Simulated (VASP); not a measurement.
Method: PBEsol GGA, VASP's PBE PAW potentials (set 64) (plane waves; VASP 6.6.1).

The input files of a VASP run:

**INCAR**
```
! general
SYSTEM=KCl
PREC  =Accurate
ENCUT =520
LREAL =.False.
LASPH =.True.

! electronic loop
EDIFF =1E-7
NELM  =100
ALGO  =Normal

! smearing
ISMEAR=-5

! functional
GGA   =PS

! ions
ISIF  =2

! output
LWAVE =.False.
LCHARG=.True.
LORBIT=11
NEDOS =601
```

POSCAR:
```
KCl
1.0
  0.0000000000   3.1250601805   3.1250601805
  3.1250601805   0.0000000000   3.1250601805
  3.1250601805   3.1250601805   0.0000000000
K Cl
1 1
Cart
  0.0000000000   0.0000000000   0.0000000000
  3.1250601805   3.1250601805   3.1250601805
```

### KPOINTS
```
Automatic mesh
0
Gamma
8 8 8
0 0 0
```

POTCAR, in this order: K_sv Cl (PBE.64 set). Program: vasp_std.

Output

**OSZICAR**
```
       N       E                     dE             d eps       ncg     rms          rms(c)
DAV:   1     0.109422873307E+03    0.10942E+03   -0.73182E+03   696   0.120E+03
DAV:   2    -0.730667133426E+00   -0.11015E+03   -0.10318E+03   924   0.278E+02
DAV:   3    -0.706280063492E+01   -0.63321E+01   -0.63051E+01   904   0.629E+01
DAV:   4    -0.726706803803E+01   -0.20427E+00   -0.20403E+00  1204   0.105E+01
DAV:   5    -0.726813425653E+01   -0.10662E-02   -0.10662E-02   920   0.817E-01    0.332E+00
DAV:   6    -0.702563314086E+01    0.24250E+00   -0.45546E-01   840   0.395E+00    0.273E+00
DAV:   7    -0.701207214396E+01    0.13561E-01   -0.10738E-01   888   0.210E+00    0.156E+00
DAV:   8    -0.702208524541E+01   -0.10013E-01   -0.18319E-02   992   0.117E+00    0.186E-01
DAV:   9    -0.702264746859E+01   -0.56222E-03   -0.97583E-04   924   0.214E-01    0.948E-02
DAV:  10    -0.702322108280E+01   -0.57361E-03   -0.51920E-04   788   0.182E-01    0.156E-02
DAV:  11    -0.702323913426E+01   -0.18051E-04   -0.21681E-05   924   0.375E-02    0.105E-02
DAV:  12    -0.702324245346E+01   -0.33192E-05   -0.71469E-06   880   0.187E-02    0.433E-03
DAV:  13    -0.702324244154E+01    0.11918E-07   -0.90592E-07   920   0.783E-03
   1 F= -.70232424E+01 E0= -.70232424E+01  d E =0.000000E+00
```

File OUTCAR:
```
------------------------ aborting loop because EDIFF is reached ----------------------------------------
  FORCE on cell =-STRESS in cart. coord.  units (eV):
  Direction    XX          YY          ZZ          XY          YZ          ZX
  --------------------------------------------------------------------------------------
  Total       -0.0030577     -0.0030577     -0.0030577      0.0000000      0.0000000     -0.0000000
  in kB       -0.0802591     -0.0802591     -0.0802591      0.0000000      0.0000000     -0.0000000
  external PRESSURE =      -0.0802591 kB  Pullay stress =       0.0000000 kB
  volume of cell :       61.04
      direct lattice vectors                 reciprocal lattice vectors
     0.000000000  3.125060180  3.125060180    -0.159996919  0.159996919  0.159996919
     3.125060180  0.000000000  3.125060180     0.159996919 -0.159996919  0.159996919
     3.125060180  3.125060180  0.000000000     0.159996919  0.159996919 -0.159996919
  FREE ENERGIE OF THE ION-ELECTRON SYSTEM (eV)
  ---------------------------------------------------
  free  energy   TOTEN  =        -7.0232424415 eV

  energy  without entropy=       -7.0232424415  energy(sigma->0) =       -7.02324244

 total charge

# of ion       s       p       d       tot
------------------------------------------
    1        1.956   5.571   0.027   7.555
    2        1.578   3.544   0.000   5.122
--------------------------------------------------
tot          3.535   9.115   0.027  12.677
```
(Selected blocks of OUTCAR.)

The compound is KCl in the rock salt structure. It was relaxed first.
